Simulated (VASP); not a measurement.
# SnSe2: dielectric tensor with PBE+D3(BJ)

Crystal: SnSe2.

```xyz
3
Lattice="3.8413 0.0000 0.0000 -1.9206 3.3266 0.0000 0.0000 0.0000 6.0065" Properties=species:S:1:pos:R:3 pbc="T T T"
Sn    3.8413    0.0000    0.0000
Se    0.0000    2.2178    1.5946
Se    1.9206    1.1089    4.4119
```

- Program: VASP 6.6.1
- Task: dielectric tensor
- Functional: PBE
- Dispersion: D3(BJ)
- Potentials or basis: VASP PAW PBE potentials, release 64 (Sn_d, Se)
- Cutoff: 600 eV
- k mesh: 15 × 15 × 7
- Occupations: gaussian, width 0.03 eV
- Spin: no spin polarisation
- Monkhorst-Pack mesh: no
- Further INCAR settings: ALGO = Normal; EDIFF = 1e-08

```
Band gap on the k mesh                  : 0.39 eV, indirect (least direct gap 0.80 eV)
Electronic dielectric tensor (diagonal) : 13.25, 13.25, 13.06
Born charges (mean of the diagonal)     : Sn +4.30; Se -2.15 e
Dispersion energy per atom              : -0.364 eV
```

Levels at points of the mesh, in eV from the valence-band top:
```
           k point  band 9  band 10  band 11  band 12  band 13  band 14  band 15  band 16  band 17
(0.00, 0.00, 0.00)   -0.75    -0.75    -0.59    -0.59    -0.14     0.66     2.89     4.45     4.45
```

Electronic dielectric tensor:
```
13.25  0.00  0.00
 0.00 13.25  0.00
 0.00  0.00 13.06
```

Born effective charge tensors (e):
atom 1, Sn
```
5.22 0.00 0.00
0.00 5.22 0.00
0.00 0.00 2.47
```
atom 2, Se
```
-2.61  0.00  0.00
 0.00 -2.61  0.00
 0.00  0.00 -1.23
```
atom 3, Se
```
-2.61  0.00  0.00
 0.00 -2.61  0.00
 0.00  0.00 -1.23
```

It took 14 min on 2 MPI ranks on Intel(R) Xeon(R) 6975P-C (Granite Rapids) (shared host), peak memory 1.6 GiB a rank.

Caveat: the gap is small at this level, which inflates the dielectric constant; spin-orbit coupling is left out, which moves the levels of the heavy elements; an odd mesh through Γ misses points on the zone boundary, where band edges often lie.
